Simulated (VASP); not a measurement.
Calculation: LDA (Ceperley-Alder, Perdew-Zunger), VASP's LDA PAW potentials (set 64) (plane waves; VASP).

VASP ran on this input.

File POSCAR:
```
KMgF3
1
    3.9061191849    -0.0000000000    -0.0000000000
   -0.0000000000     3.9061191849    -0.0000000000
   -0.0000000000     0.0000000000     3.9061191849
K Mg F
1 1 3
Direct
  0.0000000000   0.0000000000   0.0000000000
  0.5000000000   0.5000000000   0.5000000000
  0.5000000000   0.0000000000   0.5000000000
  0.0000000000   0.5000000000   0.5000000000
  0.5000000000   0.5000000000   0.0000000000
```

**INCAR**
```
SYSTEM = KMgF3
PREC = Accurate
ENCUT = 520
EDIFF = 1E-6
NELM = 100
ALGO = Normal
LREAL = .FALSE.
LASPH = .TRUE.
ISMEAR = 0
SIGMA = 0.05
LWAVE = .FALSE.
LCHARG = .FALSE.
IBRION = 2
ISIF = 3
NSW = 60
EDIFFG = -0.02
```

**KPOINTS**
```
Automatic mesh
0
Gamma
5 5 5
0 0 0
```

POTCAR, in this order: K_sv Mg F (LDA.64 set). Program: vasp_std.

Output of the run:

### OSZICAR
```
       N       E                     dE             d eps       ncg     rms          rms(c)
DAV:   1     0.260640492930E+03    0.26064E+03   -0.17866E+04   400   0.158E+03
DAV:   2    -0.179126610380E+02   -0.27855E+03   -0.26458E+03   544   0.404E+02
DAV:   3    -0.288792898742E+02   -0.10967E+02   -0.10940E+02   476   0.810E+01
DAV:   4    -0.292603290858E+02   -0.38104E+00   -0.38045E+00   704   0.131E+01
DAV:   5    -0.292616752584E+02   -0.13462E-02   -0.13461E-02   452   0.761E-01    0.867E+00
DAV:   6    -0.272168039802E+02    0.20449E+01   -0.86674E+00   452   0.229E+01    0.405E+00
DAV:   7    -0.271668751038E+02    0.49929E-01   -0.27175E-01   536   0.353E+00    0.273E+00
DAV:   8    -0.271325489303E+02    0.34326E-01   -0.62862E-02   460   0.275E+00    0.324E-01
DAV:   9    -0.271312449221E+02    0.13040E-02   -0.13044E-02   544   0.841E-01    0.100E-01
DAV:  10    -0.271313177633E+02   -0.72841E-04   -0.77624E-04   496   0.208E-01    0.274E-02
DAV:  11    -0.271313168769E+02    0.88642E-06   -0.29768E-05   492   0.505E-02    0.170E-02
DAV:  12    -0.271313145988E+02    0.22781E-05   -0.12076E-05   456   0.293E-02    0.120E-03
DAV:  13    -0.271313146234E+02   -0.24630E-07   -0.31396E-07   308   0.423E-03
   1 F= -.27131315E+02 E0= -.27131315E+02  d E =-.271313E+02
       N       E                     dE             d eps       ncg     rms          rms(c)
DAV:   1    -0.271500336914E+02   -0.18719E-01   -0.35604E-01   432   0.581E+00    0.104E+00
DAV:   2    -0.271333871488E+02    0.16647E-01   -0.78207E-02   440   0.227E+00    0.194E-01
DAV:   3    -0.271324820787E+02    0.90507E-03   -0.17142E-03   596   0.377E-01    0.114E-01
DAV:   4    -0.271323055148E+02    0.17656E-03   -0.60825E-04   724   0.163E-01    0.909E-02
DAV:   5    -0.271323214983E+02   -0.15983E-04   -0.80541E-05   628   0.760E-02    0.228E-02
DAV:   6    -0.271323158032E+02    0.56951E-05   -0.25813E-05   616   0.447E-02    0.550E-03
DAV:   7    -0.271323165668E+02   -0.76356E-06   -0.22706E-06   424   0.798E-03
   2 F= -.27132317E+02 E0= -.27132317E+02  d E =-.100194E-02
```

**OUTCAR**
```
------------------------ aborting loop because EDIFF is reached ----------------------------------------
  FORCE on cell =-STRESS in cart. coord.  units (eV):
  Direction    XX          YY          ZZ          XY          YZ          ZX
  --------------------------------------------------------------------------------------
  Total       -0.0084255     -0.0084255     -0.0084255      0.0000000      0.0000000     -0.0000000
  in kB       -0.2282081     -0.2282081     -0.2282081      0.0000000      0.0000000     -0.0000000
  external PRESSURE =      -0.2282081 kB  Pullay stress =       0.0000000 kB
  volume of cell :       59.15
      direct lattice vectors                 reciprocal lattice vectors
     3.896360328  0.000000000 -0.000000000     0.256649775 -0.000000000 -0.000000000
     0.000000000  3.896360328  0.000000000    -0.000000000  0.256649775 -0.000000000
     0.000000000  0.000000000  3.896360328     0.000000000 -0.000000000  0.256649775
 POSITION                                       TOTAL-FORCE (eV/Angst)
 -----------------------------------------------------------------------------------
      0.00000      0.00000      0.00000        -0.000000     -0.000000      0.000000
      1.94818      1.94818      1.94818        -0.000000     -0.000000      0.000000
      1.94818      0.00000      1.94818        -0.000000      0.000000      0.000000
      0.00000      1.94818      1.94818         0.000000      0.000000      0.000000
      1.94818      1.94818     -0.00000        -0.000000     -0.000000      0.000000
 -----------------------------------------------------------------------------------
    total drift:                                0.000000      0.000000     -0.000000
  FREE ENERGIE OF THE ION-ELECTRON SYSTEM (eV)
  ---------------------------------------------------
  free  energy   TOTEN  =       -27.1323165668 eV

  energy  without entropy=      -27.1323165668  energy(sigma->0) =      -27.13231657

 reached required accuracy - stopping structural energy minimisation
```
(Selected blocks of OUTCAR.)

**CONTCAR**
```
KMgF3
   1.00000000000000
     3.8963603277491070    0.0000000000000000   -0.0000000000000000
     0.0000000000000000    3.8963603277491070    0.0000000000000000
     0.0000000000000000    0.0000000000000000    3.8963603277491070
  K               Mg              F
     1     1     3
Direct
     0.0000000000000000    0.0000000000000000    0.0000000000000000
     0.5000000000000000    0.5000000000000000    0.5000000000000000
     0.5000000000000000    0.0000000000000000    0.5000000000000000
     0.0000000000000000    0.5000000000000000    0.5000000000000000
     0.5000000000000000    0.5000000000000000    0.0000000000000000
```

The compound is KMgF3 in the cubic perovskite structure. This run relaxes it. Symmetry was kept, so distortions that lower it aren't found. The start is the result of an earlier pass.
